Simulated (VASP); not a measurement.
Level of theory: PBEsol GGA, VASP's PBE PAW potentials (set 64) (plane waves; VASP).

The input files of a VASP run:

File POSCAR:
```
CdSe
1.0
  4.2998652820   0.0000000000   0.0000000000
 -2.1499326410   3.7237921317   0.0000000000
  0.0000000000   0.0000000000   7.0242280284
Cd Se
2 2
Direct
  0.3333330000   0.6666670000   0.9997774215
  0.6666670000   0.3333330000   0.4997774215
  0.3333330000   0.6666670000   0.3752225785
  0.6666670000   0.3333330000   0.8752225785
```

**INCAR**
```
# general
SYSTEM   =  CdSe
PREC     =  Accurate
ENCUT    =  500   # plane-wave cut-off (eV)
LREAL    =  .FALSE.
LASPH    =  .TRUE.   # aspherical one-centre terms

# electronic loop
EDIFF    =  1E-6   # SCF stop (eV)
NELM     =  100   # most electronic steps
ALGO     =  Normal   # blocked Davidson
LMAXMIX  =  4   # l cut-off of mixed one-centre charges

# smearing
ISMEAR   =  0
SIGMA    =  0.05   # width (eV)

# functional
GGA      =  PS   # PBEsol

# ions
IBRION   =  2   # conjugate gradients
NSW      =  40   # most ionic steps
ISIF     =  3   # ions, shape and volume
EDIFFG   =  -0.02   # ionic stop

# output
LWAVE    =  .FALSE.
LCHARG   =  .FALSE.
```

KPOINTS:
```
Automatic mesh
0
Gamma
6 6 3
0 0 0
```

POTCAR, in this order: Cd Se (PBE.64 set). Program: vasp_std.

Question: What will the output report for the number of irreducible k-points (NKPTS), largest plane-wave count, number of space-group operations, FFT grid (NGX, NGY, NGZ)?

Answer: 
The number of irreducible k-points (NKPTS) is 14 and the largest plane-wave count is 2882. The number of space-group operations comes out as 12. The FFT grid (NGX, NGY, NGZ) is 32 × 32 × 54.

The structure was generated: CdSe was put into the wurtzite type (P6_3mc), which need not be its known phase. This run relaxes it. Symmetry was kept, so distortions that lower it aren't found.
